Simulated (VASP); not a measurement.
Output of a VASP run:

OSZICAR:
```
       N       E                     dE             d eps       ncg     rms          rms(c)
DAV:   1     0.114210125632E+03    0.11421E+03   -0.82971E+03   696   0.127E+03
DAV:   2    -0.483313094980E+01   -0.11904E+03   -0.10950E+03   884   0.324E+02
DAV:   3    -0.945331720364E+01   -0.46202E+01   -0.45980E+01   896   0.609E+01
DAV:   4    -0.958322928384E+01   -0.12991E+00   -0.12977E+00  1032   0.866E+00
DAV:   5    -0.958587960528E+01   -0.26503E-02   -0.26503E-02   888   0.127E+00    0.625E+00
DAV:   6    -0.832960859080E+01    0.12563E+01   -0.44492E+00   760   0.177E+01    0.350E+00
DAV:   7    -0.829991113226E+01    0.29697E-01   -0.12119E-01   940   0.309E+00    0.208E+00
DAV:   8    -0.829504550318E+01    0.48656E-02   -0.57969E-02   768   0.280E+00    0.205E-01
DAV:   9    -0.829691983873E+01   -0.18743E-02   -0.58043E-03   948   0.632E-01    0.119E-01
DAV:  10    -0.829749567943E+01   -0.57584E-03   -0.84699E-04   772   0.284E-01    0.615E-02
DAV:  11    -0.829764739993E+01   -0.15172E-03   -0.35189E-04   748   0.149E-01    0.211E-02
DAV:  12    -0.829763863783E+01    0.87621E-05   -0.69438E-05   900   0.679E-02    0.748E-03
DAV:  13    -0.829763806980E+01    0.56803E-06   -0.60681E-06   780   0.234E-02    0.236E-03
DAV:  14    -0.829763814474E+01   -0.74938E-07   -0.33688E-07   872   0.569E-03
   1 F= -.82976381E+01 E0= -.82976381E+01  d E =-.947426E-17
```

**OUTCAR**
```
------------------------ aborting loop because EDIFF is reached ----------------------------------------
  FORCE on cell =-STRESS in cart. coord.  units (eV):
  Direction    XX          YY          ZZ          XY          YZ          ZX
  --------------------------------------------------------------------------------------
  Total       -0.2059718     -0.2059718     -0.2059718     -0.0000000      0.0000000      0.0000000
  in kB       -8.0462941     -8.0462941     -8.0462941     -0.0000000      0.0000000      0.0000000
  external PRESSURE =      -8.0462941 kB  Pullay stress =       0.0000000 kB
  volume of cell :       41.01
      direct lattice vectors                 reciprocal lattice vectors
     0.000000000  2.737143156  2.737143156    -0.182672214  0.182672214  0.182672214
     2.737143156  0.000000000  2.737143156     0.182672214 -0.182672214  0.182672214
     2.737143156  2.737143156  0.000000000     0.182672214  0.182672214 -0.182672214
  FREE ENERGIE OF THE ION-ELECTRON SYSTEM (eV)
  ---------------------------------------------------
  free  energy   TOTEN  =        -8.2976381447 eV

  energy  without entropy=       -8.2976381447  energy(sigma->0) =       -8.29763814
```
(Selected blocks of OUTCAR.)

File POSCAR:
```
KF
1
    0.0000000000     2.7371431556     2.7371431556
    2.7371431556     0.0000000000     2.7371431556
    2.7371431556     2.7371431556     0.0000000000
K F
1 1
Direct
  0.0000000000   0.0000000000   0.0000000000
  0.5000000000   0.5000000000   0.5000000000
```

Question: Reconstruct the remaining input files.

Answer: This is not unique; one that fits is the input of the run itself, PBE GGA, plane waves, VASP's PBE PAW potentials (set 64).

### INCAR
```
ISIF=2   ! forces and stress, cell fixed
LWAVE=.FALSE.
LASPH=.TRUE.
ISMEAR=0   ! Gaussian
EDIFF=1E-7   ! SCF stop (eV)
ALGO=Normal   ! blocked Davidson
LCHARG=.FALSE.
GGA=PE
PREC=Accurate
SYSTEM=KF
SIGMA=0.05   ! width (eV)
ENCUT=520
LREAL=.FALSE.   ! projection in real space or not
NELM=100
```

**KPOINTS**
```
Regular mesh
0
gamma
8 8 8
```

POTCAR, in this order: K_sv F (PBE.64 set). Program: vasp_std.

The compound is KF in the rock salt structure. This cell is one point of a volume scan, at 1.03 of the reference volume.
